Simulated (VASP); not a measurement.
Output of a VASP run:

**OUTCAR**
```
 ion  position               nearest neighbor table
   1  0.333  0.667  0.750-   4 2.74   5 2.74   4 2.74   5 2.74   4 2.74   5 2.74
   2  0.667  0.333  0.250-   3 2.74   6 2.74   3 2.74   6 2.74   3 2.74   6 2.74
   3  0.333  0.667  0.085-   7 2.02   7 2.02   7 2.02   2 2.74   2 2.74   2 2.74   5 2.80   5 2.80
                             5 2.80
   4  0.667  0.333  0.585-   8 2.02   8 2.02   8 2.02   1 2.74   1 2.74   1 2.74   6 2.80   6 2.80
                             6 2.80
   5  0.667  0.333  0.915-   7 2.02   7 2.02   7 2.02   1 2.74   1 2.74   1 2.74   3 2.80   3 2.80
                             3 2.80
   6  0.333  0.667  0.415-   8 2.02   8 2.02   8 2.02   2 2.74   2 2.74   2 2.74   4 2.80   4 2.80
                             4 2.80
   7  0.000  0.000  0.000-   3 2.02   5 2.02   3 2.02   5 2.02   5 2.02   3 2.02
   8  0.000  0.000  0.500-   4 2.02   6 2.02   6 2.02   4 2.02   4 2.02   6 2.02
  LATTYP: Found a hexagonal cell.
 ALAT       =     2.9057553976
 C/A-ratio  =     4.5178628121
 Subroutine PRICEL returns:
 Original cell was already a primitive cell.
 Subroutine GETGRP returns: Found 24 space group operations
The static configuration has the point symmetry D_3d.
 The point group associated with its full space group is D_6h.
The dynamic configuration has the point symmetry D_3d.
 Subroutine INISYM returns: Found 24 space group operations
 Subroutine IBZKPT returns following result:
 Found     20 irreducible k-points:

 Following reciprocal coordinates:
            Coordinates               Weight
  0.000000  0.000000  0.000000      1.000000
  0.125000 -0.000000  0.000000      6.000000
  0.250000 -0.000000  0.000000      6.000000
  0.375000 -0.000000  0.000000      6.000000
  0.500000 -0.000000  0.000000      3.000000
  0.125000  0.125000  0.000000      6.000000
  0.250000  0.125000  0.000000     12.000000
  0.375000  0.125000  0.000000     12.000000
  0.250000  0.250000  0.000000      6.000000
  0.375000  0.250000  0.000000      6.000000
  0.000000  0.000000  0.500000      1.000000
  0.125000 -0.000000  0.500000      6.000000
  0.250000 -0.000000  0.500000      6.000000
  0.375000 -0.000000  0.500000      6.000000
  0.500000 -0.000000  0.500000      3.000000
  0.125000  0.125000  0.500000      6.000000
  0.250000  0.125000  0.500000     12.000000
  0.375000  0.125000  0.500000     12.000000
  0.250000  0.250000  0.500000      6.000000
  0.375000  0.250000  0.500000      6.000000
   k-points           NKPTS =     20   k-points in BZ     NKDIM =     20   number of bands    NBANDS=     39
   number of dos      NEDOS =    301   number of ions     NIONS =      8
   total plane-waves  NPLWV =  55296
   dimension x,y,z NGX =    24 NGY =   24 NGZ =   96
   dimension x,y,z NGXF=    48 NGYF=   48 NGZF=  192
   ions per type =               2   4   2
   PREC   = accura    normal or accurate (medium, high low for compatibility)
   ISTART =      0    job   : 0-new  1-cont  2-samecut
   ICHARG =      2    charge: 1-file 2-atom 10-const
   ISPIN  =      1    spin polarized calculation?
   LNONCOLLINEAR =      F non collinear calculations
   LSORBIT =      F    spin-orbit coupling
   INIWAV =      1    electr: 0-lowe 1-rand  2-diag
   ENCUT  =  500.0 eV  36.75 Ry    6.06 a.u.   5.30  5.30 23.94*2*pi/ulx,y,z
   NELM   =    100;   NELMIN=  2; NELMDL= -5     # of ELM steps
   EDIFF  = 0.1E-05   stopping-criterion for ELM
   LREAL  =      F    real-space projection
   NLSPLINE    = F    spline interpolate recip. space projectors
   LMAXMIX     =    4 max onsite mixed and CHGCAR
   VOSKOWN=      0    Vosko Wilk Nusair interpolation
   EDIFFG = 0.1E-04   stopping-criterion for IOM
   NSW    =      0    number of steps for IOM
   NBLOCK =      1;   KBLOCK =      1    inner block; outer block
   IBRION =     -1    ionic relax: 0-MD 1-quasi-New 2-CG
   NFREE  =      0    steps in history (QN), initial steepest desc. (CG)
   ISIF   =      2    stress and relaxation
   ISYM   =      2    0-nonsym 1-usesym 2-fastsym
   TEIN   =    0.0    initial temperature
   TEBEG  =    0.0;   TEEND  =   0.0 temperature during run
   SMASS  =  -3.00    Nose mass-parameter (am)
   PSTRESS=    0.0 pullay stress
   NELECT =      66.0000    total number of electrons
...
```

**OSZICAR**
```
       N       E                     dE             d eps       ncg     rms          rms(c)
DAV:   1     0.910318598411E+03    0.91032E+03   -0.37450E+04  1600   0.177E+03
DAV:   2    -0.238342515746E+01   -0.91270E+03   -0.89725E+03  1590   0.582E+02
DAV:   3    -0.800793942850E+02   -0.77696E+02   -0.75768E+02  2154   0.158E+02
DAV:   4    -0.827746254278E+02   -0.26952E+01   -0.26548E+01  1944   0.266E+01
DAV:   5    -0.828349551061E+02   -0.60330E-01   -0.60230E-01  1906   0.411E+00    0.556E+01
DAV:   6    -0.692524123891E+02    0.13583E+02   -0.20412E+02  2025   0.830E+01    0.136E+01
DAV:   7    -0.666391618348E+02    0.26133E+01   -0.46237E+01  1989   0.412E+01    0.129E+01
DAV:   8    -0.661272144708E+02    0.51195E+00   -0.35727E+00  1859   0.116E+01    0.270E+00
DAV:   9    -0.661117164562E+02    0.15498E-01   -0.23451E-01  2100   0.274E+00    0.632E-01
DAV:  10    -0.661092604269E+02    0.24560E-02   -0.34233E-02  1935   0.128E+00    0.212E-01
DAV:  11    -0.661092003219E+02    0.60105E-04   -0.90000E-04  2066   0.226E-01    0.530E-02
DAV:  12    -0.661091762673E+02    0.24055E-04   -0.25781E-04  2089   0.916E-02    0.147E-02
DAV:  13    -0.661091706717E+02    0.55956E-05   -0.21337E-05  1673   0.258E-02    0.313E-03
DAV:  14    -0.661091704659E+02    0.20583E-06   -0.99413E-07  1145   0.812E-03
   1 F= -.66109170E+02 E0= -.66106294E+02  d E =-.575321E-02
```

### OUTCAR
```
------------------------ aborting loop because EDIFF is reached ----------------------------------------
  FORCE on cell =-STRESS in cart. coord.  units (eV):
  Direction    XX          YY          ZZ          XY          YZ          ZX
  --------------------------------------------------------------------------------------
  Total        0.2584433      0.2584432     -0.3494395     -0.0000000     -0.0000000      0.0000000
  in kB        4.3135518      4.3135511     -5.8323262     -0.0000000     -0.0000000      0.0000000
  external PRESSURE =       0.9315922 kB  Pullay stress =       0.0000000 kB
  volume of cell :       95.99
      direct lattice vectors                 reciprocal lattice vectors
     2.905755398  0.000000000  0.000000000     0.344144590  0.198691988  0.000000000
    -1.452877699  2.516457779  0.000000000     0.000000000  0.397383977  0.000000000
     0.000000000  0.000000000 13.127804252     0.000000000  0.000000000  0.076174201
 POSITION                                       TOTAL-FORCE (eV/Angst)
 -----------------------------------------------------------------------------------
     -0.00000      1.67764      9.84585        -0.000000      0.000000      0.000000
      1.45288      0.83882      3.28195        -0.000000      0.000000      0.000000
     -0.00000      1.67764      1.12134         0.000000     -0.000000     -0.242419
      1.45288      0.83882      7.68524        -0.000000      0.000000     -0.242419
      1.45288      0.83882     12.00646        -0.000000      0.000000      0.242419
     -0.00000      1.67764      5.44256         0.000000     -0.000000      0.242419
      0.00000      0.00000      0.00000        -0.000000      0.000000      0.000000
      0.00000      0.00000      6.56390        -0.000000      0.000000      0.000000
 -----------------------------------------------------------------------------------
    total drift:                                0.000646     -0.000373      0.001317
  FREE ENERGIE OF THE ION-ELECTRON SYSTEM (eV)
  ---------------------------------------------------
  free  energy   TOTEN  =       -66.1091704659 eV

  energy  without entropy=      -66.1034172559  energy(sigma->0) =      -66.10629386
```
(Selected blocks of OUTCAR.)

**POSCAR**
```
AlV2C
1
    2.9057553976     0.0000000000    -0.0000000000
   -1.4528776988     2.5164577791     0.0000000000
   -0.0000000000     0.0000000000    13.1278042518
Al V C
2 4 2
Direct
  0.3333330000   0.6666670000   0.7500000000
  0.6666670000   0.3333330000   0.2500000000
  0.3333330000   0.6666670000   0.0854171221
  0.6666670000   0.3333330000   0.5854171221
  0.6666670000   0.3333330000   0.9145828779
  0.3333330000   0.6666670000   0.4145828779
  0.0000000000   0.0000000000   0.0000000000
  0.0000000000   0.0000000000   0.5000000000
```

**Question.** Write an INCAR and KPOINTS that could have produced this output.

**Answer.** One answer among several that fit: the input of the run itself, PBE GGA, plane waves, VASP's PBE PAW potentials (set 64).

File KPOINTS:
```
Automatic
0
G
8 8 2
```

### INCAR
```
ALGO=Normal
EDIFF=1E-6
ENCUT=500
GGA=PE
ISMEAR=0
LASPH=.True.
LCHARG=.True.
LMAXMIX=4
LREAL=.False.
LWAVE=.False.
NELM=100
PREC=Accurate
SIGMA=0.05
SYSTEM=AlV2C
```

POTCAR, in this order: Al V_sv C (PBE.64 set). Program: vasp_std.

The structure was generated: AlV2C was put into the MAX-211 type (P6_3/mmc), which need not be its known phase. It was relaxed first, which changed the volume by +5 %. The k-mesh is coarse (spacing up to 0.31 per Å, 2π included), so the numbers may not be converged in it. The run is not spin-polarised, so no magnetic state was tried.
